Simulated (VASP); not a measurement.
# RbNaMg6 (Amm2) in VASP: a series of runs

The runs below take RbNaMg6 through single point, with PBEsol.

Program: VASP 6.6.1. These are calculated values, not measurements. Logs are shortened: lines on timing, memory, paths and dates and some standing lists are left out, and cuts for length are marked.

## (1) The structure

It takes space group Amm2 (No. 38, orthorhombic). Conventional cell: a = 5.479 Å, b = 6.512 Å, c = 13.128 Å, α = 90.00°, β = 90.00°, γ = 90.00°. Around Rb (site symmetry mm2) lie 2 Na at 3.26 Å and 10 Mg at 3.56 to 3.73 Å. Mg (site symmetry mm2) is surrounded by 8 Mg at 3.13 to 3.32 Å and 2 Rb at 3.56 Å. Mg (site symmetry mm2) has 8 Mg at 3.26 to 3.39 Å and 2 Na at 3.48 Å as nearest neighbours. Mg (site symmetry m) has 6 Mg at 3.13 to 3.37 Å and 2 Na at 3.50 Å and 2 Rb at 3.59 Å as nearest neighbours. Mg (site symmetry m) has 8 Mg at 3.25 to 3.39 Å and 2 Rb at 3.60 to 3.73 Å and 2 Na at 3.64 to 3.69 Å as nearest neighbours. Na (site symmetry mm2) has 2 Rb at 3.26 Å and 10 Mg at 3.48 to 3.69 Å as nearest neighbours.

The cell comes from a database or a generator and needn't be the stable form of this composition.

## (2) Single point, PBEsol

INCAR

```
SYSTEM = RbNaMg6
PREC = Accurate
ENCUT = 520
EDIFF = 1E-6
ISMEAR = 0
SIGMA = 0.05
LREAL = .FALSE.
LASPH = .TRUE.
NELM = 100
ALGO = Normal
ISIF = 2
LWAVE = .FALSE.
LCHARG = .FALSE.
GGA = PS
NBANDS = 42
```

KPOINTS

```
Automatic mesh
0
G
  5 5 5
  0 0 0
```

POSCAR

```
RbNaMg6
5.4795
    0.999996715029      0.000000000000      0.000000000000
    0.000000000000      0.594235149192      1.197904097089
    0.000000000000     -0.594235149192      1.197904097089
Rb Mg Na
1 6 1
Direct
    0.5000000000      0.6789700000      0.6789700000
    0.0000000000      0.8516340000      0.8516340000
    0.0000000000      0.3352540000      0.3352540000
    0.0000000000      0.2993970000      0.8160570000
    0.0000000000      0.8160570000      0.2993970000
    0.5000000000      0.1734350000      0.6736950000
    0.5000000000      0.6736950000      0.1734350000
    0.5000000000      0.1715540000      0.1715540000
```

Potentials or basis: VASP PAW PBE potentials, release 64 (Rb_sv, Mg_pv, Na_pv).

The run is started by

```console
$ cat potpaw_PBE.64/Rb_sv/POTCAR potpaw_PBE.64/Mg_pv/POTCAR potpaw_PBE.64/Na_pv/POTCAR > POTCAR
$ mpirun -np 1 vasp_std > vasp.out
```

OUTCAR:

```text
SYSTEM = RbNaMg6
   PREC = Accurate
   ENCUT = 520
   EDIFF = 1E-6
   ISMEAR = 0
   LREAL = .FALSE.
   LASPH = .TRUE.
   NELM = 100
   ISIF = 2
   GGA = PS

 ion  position               nearest neighbor table
   1  0.500  0.679  0.679-   8 3.26   8 3.26   2 3.56   2 3.56   5 3.59   4 3.59   4 3.59   5 3.59
                             7 3.60   6 3.60   7 3.73   6 3.73
   2  0.000  0.852  0.852-   1 3.56   1 3.56
   3  0.000  0.335  0.335-
   4  0.000  0.299  0.816-   1 3.59   1 3.59
   5  0.000  0.816  0.299-   1 3.59   1 3.59
   6  0.500  0.173  0.674-   1 3.60   1 3.73
   7  0.500  0.674  0.173-   1 3.60   1 3.73
   8  0.500  0.172  0.172-   1 3.26   1 3.26

  LATTYP: Found a base centered orthorhombic cell.
 ALAT       =     6.5122230000
 B/A-ratio  =     2.0158755313
 C/A-ratio  =     0.8414149823

  Lattice vectors:

 A1 = (   0.0000000000,   3.2561115000,  -6.5639155000)
 A2 = (   0.0000000000,   3.2561115000,   6.5639155000)
 A3 = (   5.4794820000,   0.0000000000,   0.0000000000)

Analysis of symmetry for initial positions (statically):
=====================================================================
 Subroutine PRICEL returns:
 Original cell was already a primitive cell.

 Routine SETGRP: Setting up the symmetry group for a
 base centered orthorhombic supercell.

 Subroutine GETGRP returns: Found  4 space group operations
 (whereof  4 operations were pure point group operations)
 out of a pool of  8 trial point group operations.

The static configuration has the point symmetry C_2v.

Analysis of symmetry for dynamics (positions and initial velocities):
=====================================================================
 Subroutine PRICEL returns:
 Original cell was already a primitive cell.

 Routine SETGRP: Setting up the symmetry group for a
 base centered orthorhombic supercell.

 Subroutine GETGRP returns: Found  4 space group operations
 (whereof  4 operations were pure point group operations)
 out of a pool of  8 trial point group operations.

The dynamic configuration has the point symmetry C_2v.

 Subroutine INISYM returns: Found  4 space group operations
 (whereof  4 operations are pure point group operations),
 and found     1 'primitive' translations

----------------------------------------------------------------------------------------

                                     Primitive cell

  volume of cell :     234.2242

  direct lattice vectors                    reciprocal lattice vectors
     5.479482000  0.000000000  0.000000000     0.182499003  0.000000000  0.000000000
     0.000000000  3.256111500  6.563915500     0.000000000  0.153557395  0.076174046
     0.000000000 -3.256111500  6.563915500     0.000000000 -0.153557395  0.076174046

  length of vectors
     5.479482000  7.327158303  7.327158303     0.182499003  0.171412832  0.171412832

  position of ions in fractional coordinates (direct lattice)
     0.500000000  0.678970000  0.678970000
     0.000000000  0.851634000  0.851634000
     0.000000000  0.335254000  0.335254000
     0.000000000  0.299397000  0.816057000
     0.000000000  0.816057000  0.299397000
     0.500000000  0.173435000  0.673695000
     0.500000000  0.673695000  0.173435000
     0.500000000  0.171554000  0.171554000

  ion indices of the primitive-cell ions
   primitive index   ion index
                 1           1
                 2           2
                 3           3
                 4           4
                 5           5
                 6           6
                 7           7
                 8           8

----------------------------------------------------------------------------------------

 KPOINTS: Automatic mesh

Automatic generation of k-mesh.
 Grid dimensions read from file:
 generate k-points for:    5    5    5

 Generating k-lattice:

  Cartesian coordinates                     Fractional coordinates (reciprocal lattice)
     0.036499801  0.000000000  0.000000000     0.200000000  0.000000000  0.000000000
     0.000000000  0.030711479  0.015234809     0.000000000  0.200000000  0.000000000
     0.000000000 -0.030711479  0.015234809     0.000000000  0.000000000  0.200000000

  Length of vectors
     0.036499801  0.034282566  0.034282566

  Shift w.r.t. Gamma in fractional coordinates (k-lattice)
     0.000000000  0.000000000  0.000000000

 Subroutine IBZKPT returns following result:
 ===========================================

 Found     27 irreducible k-points:

 Following reciprocal coordinates:
            Coordinates               Weight
  0.000000  0.000000  0.000000      1.000000
  0.200000  0.000000  0.000000      2.000000
  0.400000  0.000000  0.000000      2.000000
  0.000000  0.200000  0.000000      4.000000
  0.200000  0.200000  0.000000      8.000000
  0.400000  0.200000  0.000000      8.000000
[... 16 lines left out ...]
  0.200000  0.400000  0.400000      4.000000
  0.400000  0.400000  0.400000      4.000000
 [... further k-points ...]
   k-points           NKPTS =     27   k-points in BZ     NKDIM =     27   number of bands    NBANDS=     42
   number of dos      NEDOS =    301   number of ions     NIONS =      8
   total plane-waves  NPLWV = 122472
   dimension x,y,z NGX =    42 NGY =   54 NGZ =   54
   dimension x,y,z NGXF=    84 NGYF=  108 NGZF=  108
   ions per type =               1   6   1
   NGX,Y,Z   is equivalent  to a cutoff of  12.74, 12.25, 12.25 a.u.
   NGXF,Y,Z  is equivalent  to a cutoff of  25.49, 24.50, 24.50 a.u.
 SYSTEM =  RbNaMg6
   PREC   = accura    normal or accurate (medium, high low for compatibility)
   ISTART =      0    job   : 0-new  1-cont  2-samecut
   ICHARG =      2    charge: 1-file 2-atom 10-const
   ISPIN  =      1    spin polarized calculation?
   LNONCOLLINEAR =      F non collinear calculations
   LSORBIT =      F    spin-orbit coupling
   LASPH  =      T    aspherical Exc in radial PAW
   ENCUT  =  520.0 eV  38.22 Ry    6.18 a.u.  10.19 13.62 13.62*2*pi/ulx,y,z
   NELM   =    100;   NELMIN=  2; NELMDL= -5     # of ELM steps
   EDIFF  = 0.1E-05   stopping-criterion for ELM
   LREAL  =      F    real-space projection
[... 7 lines left out ...]
   TEBEG  =    0.0;   TEEND  =   0.0 temperature during run
   PSTRESS=    0.0 pullay stress
   NELECT =      64.0000    total number of electrons
   NUPDOWN=      -1.0000    fix difference up-down
   EMIN   =  10.00;   EMAX   =-10.00  energy-range for DOS
   EFERMI =   0.00;   METHOD = LEGACY
   ISMEAR =     0;   SIGMA  =   0.05  broadening in eV -4-tet -1-fermi 0-gaus
   EFERMI_NEDOS =   21; number of points for ismear=-14 and -15
   IALGO  =     38    algorithm
   IMIX   =      4    mixing-type and parameters
     AMIX     =   0.40;   BMIX     =  1.00
     AMIX_MAG =   1.60;   BMIX_MAG =  1.00
  volume/ion in A,a.u.               =      29.28       197.58
  Fermi-wavevector in a.u.,A,eV,Ry     =   1.062325  2.007504 15.354655  1.128535
  Thomas-Fermi vector in A             =   2.197772
   LORBIT       =      0    0 simple, 1 ext, 2 COOP (PROOUT), +10 PAW based schemes
   GGA     = PS    functional components
   LHFCALC =     F    Hartree Fock is set to
   AEXX    =    0.0000 exact exchange contribution
   IVDW    =     0    specifies the selected vdW correction
   LEPSILON=     F    determine dielectric tensor
   LRPA    =     F    only Hartree local field effects (RPA)
 non-spin polarized calculation
 Gauss-broadening in eV      SIGMA  =   0.05
  energy-cutoff  :      520.00
  volume of cell :      234.22
 maximum number of plane-waves:      6346
 NGX is ok and might be reduce to    42
   NGX = 21   NGY = 27   NGZ = 27

 number of electron      63.9999986 magnetization

 Free energy of the ion-electron system (eV)
  ---------------------------------------------------
  ext. energy  EPLUGINS =         0.00000000
  ---------------------------------------------------
  free energy    TOTEN  =       -11.01740291 eV

  energy without entropy =      -11.01235118  energy(sigma->0) =      -11.01487705

 E-fermi :   1.4209     XC(G=0):  -8.0491

 val. band max:        1.4167458749   @ k =   0.0000   0.2000   0.2000
 cond. band min:       1.4495447401   @ k =   0.4000  -0.4000   0.4000
 fundamental gap:      0.0327988652
 Fermi energy:         1.4208989430

 k-point     1 :       0.0000    0.0000    0.0000
  band No.  band energies     occupation
      1     -41.4785      2.00000
      2     -41.4693      2.00000
      3     -41.4599      2.00000
      4     -41.3842      2.00000
      5     -41.3834      2.00000
      6     -41.3830      2.00000
[... 34 lines left out ...]
     41       4.5532      0.00000
     42       4.7725      0.00000

 k-point     2 :       0.2000    0.0000    0.0000
  band No.  band energies     occupation
      1     -41.4785      2.00000
      2     -41.4693      2.00000
      3     -41.4599      2.00000
      4     -41.3842      2.00000
      5     -41.3834      2.00000
      6     -41.3830      2.00000
[... 34 lines left out ...]
     41       5.6511      0.00000
     42       5.7335      0.00000

 k-point     3 :       0.4000    0.0000    0.0000
  band No.  band energies     occupation
      1     -41.4785      2.00000
      2     -41.4693      2.00000
      3     -41.4599      2.00000
      4     -41.3842      2.00000
      5     -41.3835      2.00000
      6     -41.3829      2.00000
[... 34 lines left out ...]
     41       6.4831      0.00000
     42       6.6887      0.00000

 k-point     4 :       0.0000    0.2000    0.0000
  band No.  band energies     occupation
      1     -41.4785      2.00000
      2     -41.4693      2.00000
      3     -41.4597      2.00000
      4     -41.3841      2.00000
      5     -41.3831      2.00000
      6     -41.3830      2.00000
[... 844 lines left out ...]
     41       4.4792      0.00000
     42       4.6342      0.00000

 k-point    23 :       0.2000    0.4000    0.4000
  band No.  band energies     occupation
      1     -41.4785      2.00000
      2     -41.4693      2.00000
      3     -41.4599      2.00000
      4     -41.3842      2.00000
      5     -41.3833      2.00000
      6     -41.3830      2.00000
[... 34 lines left out ...]
     41       4.9242      0.00000
     42       5.1706      0.00000

 k-point    24 :       0.4000    0.4000    0.4000
  band No.  band energies     occupation
      1     -41.4785      2.00000
      2     -41.4693      2.00000
      3     -41.4599      2.00000
      4     -41.3842      2.00000
      5     -41.3833      2.00000
      6     -41.3829      2.00000
[... 34 lines left out ...]
     41       4.8316      0.00000
     42       5.4872      0.00000

 [... further k-points ...]

------------------------ aborting loop because EDIFF is reached ----------------------------------------

  FORCE on cell =-STRESS in cart. coord.  units (eV):
  Direction    XX          YY          ZZ          XY          YZ          ZX
  --------------------------------------------------------------------------------------
  -------------------------------------------------------------------------------------
  Total       -0.9957641     -0.5403754     -1.2243289      0.0000000      0.0000000      0.0000000
  in kB       -6.8113829     -3.6963612     -8.3748482      0.0000000      0.0000000      0.0000000
  external PRESSURE =      -6.2941974 kB  Pullay stress =       0.0000000 kB

 VOLUME and BASIS-vectors are now :
 -----------------------------------------------------------------------------
  energy-cutoff  :      520.00
  volume of cell :      234.22
      direct lattice vectors                 reciprocal lattice vectors
     5.479482000  0.000000000  0.000000000     0.182499003  0.000000000  0.000000000
     0.000000000  3.256111500  6.563915500     0.000000000  0.153557395  0.076174046
     0.000000000 -3.256111500  6.563915500     0.000000000 -0.153557395  0.076174046

 POSITION                                       TOTAL-FORCE (eV/Angst)
 -----------------------------------------------------------------------------------
      2.73974      0.00000      8.91340         0.000000      0.000000      0.045094
      0.00000      0.00000     11.18011         0.000000      0.000000      0.081687
      0.00000      0.00000      4.40116         0.000000      0.000000      0.048415
      0.00000     -1.68230      7.32175         0.000000      0.034111     -0.123048
      0.00000      1.68230      7.32175         0.000000     -0.034111     -0.123048
      2.73974     -1.62890      5.56049         0.000000      0.013363      0.037705
      2.73974      1.62890      5.56049         0.000000     -0.013363      0.037705
      2.73974      0.00000      2.25213         0.000000      0.000000     -0.004510
 -----------------------------------------------------------------------------------
    total drift:                                0.000000     -0.000000      0.000993

  FREE ENERGIE OF THE ION-ELECTRON SYSTEM (eV)
  ---------------------------------------------------
  free  energy   TOTEN  =       -11.0174029138 eV

  energy  without entropy=      -11.0123511798  energy(sigma->0) =      -11.01487705
```

Run time: 7.1 min. Hardware: 1 thread of Intel Xeon Platinum 8175M at 2.50GHz (Skylake/Cascade Lake), shared host; peak memory 0.47 GiB.

Results:

```yaml
Free_energy: -11.0174 eV
Pressure: -0.6 GPa
Largest_force: 0.128 eV/Å
Band_gap_on_the_k_mesh: none (metal or under the smearing width)
```

Forces in eV/Å, atoms in the order of the input:
```
Rb   0.000  0.000  0.045
Mg   0.000  0.000  0.082
Mg   0.000  0.000  0.048
Mg   0.000  0.034 -0.123
Mg   0.000 -0.034 -0.123
Mg   0.000  0.013  0.038
Mg   0.000 -0.013  0.038
Na   0.000  0.000 -0.005
```

Levels at points of the mesh, in eV from the Fermi level:
```csv
k point,band 29,band 30,band 31,band 32,band 33,band 34,band 35,band 36
"(0.00, 0.00, 0.00)",-1.77,-1.40,-0.74,-0.65,-0.22,-0.10,1.72,2.32
```

Caveat: the PAW data sets were made with another functional, which shifts forces and pressure a little.

## (3) Single point, PBEsol

run.py

```python
from ase.calculators.vasp import Vasp
from ase.dft.bandgap import bandgap
from ase.io import read

atoms = read('RbNaMg6.cif')
calc = Vasp(
    directory='calc',
    xc='pbesol',
    pp='PBE',
    setups='materialsproject',
    prec='Accurate',
    encut=520,
    ediff=1e-07,
    ismear=0,
    sigma=0.05,
    lreal=False,
    lasph=True,
    nelm=60,
    algo='Normal',
    isif=2,
    lwave=False,
    lcharg=True,
    lelf=True,
    lvhar=True,
    kpts=[5, 5, 5],
    gamma=True,
)
atoms.calc = calc

print('energy (eV):', atoms.get_potential_energy())
print('free energy (eV):', atoms.get_potential_energy(force_consistent=True))
print('forces (eV/A):')
print(atoms.get_forces())
print('stress (eV/A^3, Voigt):', atoms.get_stress())
print('Fermi level (eV):', calc.get_fermi_level())
gap, top, bottom = bandgap(calc)
print('band gap (eV):', gap, 'from (spin, k, band)', top, 'to', bottom)
```

RbNaMg6.cif

```cif
data_RbNaMg6
_cell_length_a 5.47948200
_cell_length_b 7.32715830
_cell_length_c 7.32715830
_cell_angle_alpha 52.76855906
_cell_angle_beta 90.00000000
_cell_angle_gamma 90.00000000
_space_group_name_H-M_alt 'P1'
_space_group_name_Hall 'P 1'
_space_group_IT_number 1
loop_
_space_group_symop_operation_xyz
'x,y,z'
loop_
_atom_site_label
_atom_site_type_symbol
_atom_site_symmetry_multiplicity
_atom_site_Wyckoff_symbol
_atom_site_fract_x
_atom_site_fract_y
_atom_site_fract_z
_atom_site_occupancy
Rb1 Rb 1 a 0.5000000000 0.6789700000 0.6789700000 1
Mg1 Mg 1 a 0.0000000000 0.8516340000 0.8516340000 1
Mg2 Mg 1 a 0.0000000000 0.3352540000 0.3352540000 1
Mg3 Mg 1 a 0.0000000000 0.2993970000 0.8160570000 1
Mg4 Mg 1 a 0.0000000000 0.8160570000 0.2993970000 1
Mg5 Mg 1 a 0.5000000000 0.1734350000 0.6736950000 1
Mg6 Mg 1 a 0.5000000000 0.6736950000 0.1734350000 1
Na1 Na 1 a 0.5000000000 0.1715540000 0.1715540000 1
```

Potentials or basis: VASP PAW PBE potentials, release 64 (Rb_sv, Mg_pv, Na_pv).

The run is started by

```console
$ python run.py
```

It took 8.6 min on 1 thread of Intel Xeon Platinum 8175M at 2.50GHz (Skylake/Cascade Lake), shared host; peak memory 0.47 GiB.

Results (log left out):

```yaml
Free_energy: -11.0174 eV
Pressure: -0.6 GPa
Largest_force: 0.128 eV/Å
Band_gap_on_the_k_mesh: none (metal or under the smearing width)
```

Forces in eV/Å, atoms in the order of the input:
```
Rb   0.000  0.040  0.020
Mg   0.000  0.073  0.036
Mg   0.000  0.043  0.022
Mg   0.000 -0.095 -0.086
Mg   0.000 -0.126 -0.024
Mg   0.000  0.040  0.005
Mg   0.000  0.028  0.029
Na   0.000 -0.004 -0.002
```

Stress tensor (GPa, compression positive):
```
-0.68  0.00  0.00
 0.00 -0.75 -0.19
 0.00 -0.19 -0.46
```

Levels at points of the mesh, in eV from the Fermi level:
```
           k point  band 28  band 29  band 30  band 31  band 32  band 33  band 34  band 35  band 36  band 37
(0.00, 0.00, 0.00)    -2.03    -1.77    -1.40    -0.74    -0.65    -0.22    -0.10     1.72     2.32     2.82
```

Caveat: the PAW data sets were made with another functional, which shifts forces and pressure a little.
